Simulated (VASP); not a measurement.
Method: PBE GGA, VASP's PBE PAW potentials (set 64) (plane waves; VASP).

Input for VASP

INCAR:
```
NELM  =  100
LMAXMIX  =  4   # l cut-off of mixed one-centre charges
EDIFF  =  1E-6   # SCF stop (eV)
ALGO  =  Normal   # blocked Davidson
GGA  =  PE   # PBE
ISIF  =  2   # forces and stress, cell fixed
PREC  =  Accurate
LWAVE  =  F
SYSTEM  =  SnSe2
ISMEAR  =  0   # Gaussian
LREAL  =  F   # projection in real space or not
LCHARG  =  F
ENCUT  =  300   # plane-wave cut-off (eV)
SIGMA  =  0.01   # width (eV)
LASPH  =  T   # aspherical one-centre terms
```

### KPOINTS
```
Automatic mesh
0
Gamma
8 8 4
0 0 0
```

POSCAR:
```
SnSe2
1
    3.6886310000     0.0000000000     0.0000000000
   -1.8443160000     3.1944480000     0.0000000000
    0.0000000000     0.0000000000     6.2271330000
Sn Se
1 2
Direct
  0.0000000000   0.0000000000   0.0000000000
  0.6666670000   0.3333330000   0.7571000000
  0.3333330000   0.6666670000   0.2429000000
```

POTCAR, in this order: Sn_d Se (PBE.64 set). Program: vasp_std.

Output

### OSZICAR
```
       N       E                     dE             d eps       ncg     rms          rms(c)
DAV:   1     0.159919794403E+03    0.15992E+03   -0.94753E+03  1206   0.124E+03
DAV:   2     0.241492933446E+01   -0.15750E+03   -0.15469E+03  1389   0.308E+02
DAV:   3    -0.114103961094E+02   -0.13825E+02   -0.13614E+02  1486   0.990E+01
DAV:   4    -0.117334117206E+02   -0.32302E+00   -0.32275E+00  1488   0.166E+01
DAV:   5    -0.117405783930E+02   -0.71667E-02   -0.71661E-02  1685   0.224E+00    0.589E+00
DAV:   6    -0.114853414824E+02    0.25524E+00   -0.53059E-01  1775   0.855E+00    0.381E+00
DAV:   7    -0.114543918084E+02    0.30950E-01   -0.20591E-01  1524   0.338E+00    0.954E-01
DAV:   8    -0.114534469651E+02    0.94484E-03   -0.16041E-02  1494   0.149E+00    0.297E-01
DAV:   9    -0.114538151553E+02   -0.36819E-03   -0.17400E-03  1356   0.287E-01    0.802E-02
DAV:  10    -0.114538191834E+02   -0.40281E-05   -0.12940E-04  1666   0.112E-01    0.301E-02
DAV:  11    -0.114538478231E+02   -0.28640E-04   -0.43482E-05  1323   0.408E-02    0.598E-03
DAV:  12    -0.114538498080E+02   -0.19848E-05   -0.14820E-06  1376   0.992E-03    0.559E-03
DAV:  13    -0.114538501972E+02   -0.38920E-06   -0.17419E-06  1003   0.101E-02
   1 F= -.11453850E+02 E0= -.11453850E+02  d E =-.160788E-22
```

### OUTCAR
```
------------------------ aborting loop because EDIFF is reached ----------------------------------------
  FORCE on cell =-STRESS in cart. coord.  units (eV):
  Direction    XX          YY          ZZ          XY          YZ          ZX
  --------------------------------------------------------------------------------------
  Total        5.6724715      5.6724709      5.4964998     -0.0000009     -0.0000000     -0.0000000
  in kB      123.8607556    123.8607438    120.0183421     -0.0000194     -0.0000000     -0.0000000
  external PRESSURE =     122.5799472 kB  Pullay stress =       0.0000000 kB
  volume of cell :       73.38
      direct lattice vectors                 reciprocal lattice vectors
     3.688631000  0.000000000  0.000000000     0.271103290  0.156521607  0.000000000
    -1.844316000  3.194448000  0.000000000     0.000000000  0.313043130  0.000000000
     0.000000000  0.000000000  6.227133000     0.000000000  0.000000000  0.160587545
 POSITION                                       TOTAL-FORCE (eV/Angst)
 -----------------------------------------------------------------------------------
      0.00000      0.00000      0.00000         0.000000      0.000000      0.000000
      1.84432      1.06481      4.71456         0.000000     -0.000000     -1.594629
     -0.00000      2.12963      1.51257        -0.000000      0.000000      1.594629
 -----------------------------------------------------------------------------------
    total drift:                               -0.000000     -0.000000      0.000000
  FREE ENERGIE OF THE ION-ELECTRON SYSTEM (eV)
  ---------------------------------------------------
  free  energy   TOTEN  =       -11.4538501972 eV

  energy  without entropy=      -11.4538501972  energy(sigma->0) =      -11.45385020
```
(Selected blocks of OUTCAR.)

At this cut-off the stress carries a Pulay error, which pulls relaxed volumes low.

The structure comes from a computed database's SnSe2 entry; how it stands against other phases isn't given here. The cell was not relaxed at this level, and its volume differs by -5.9 % from the start's.
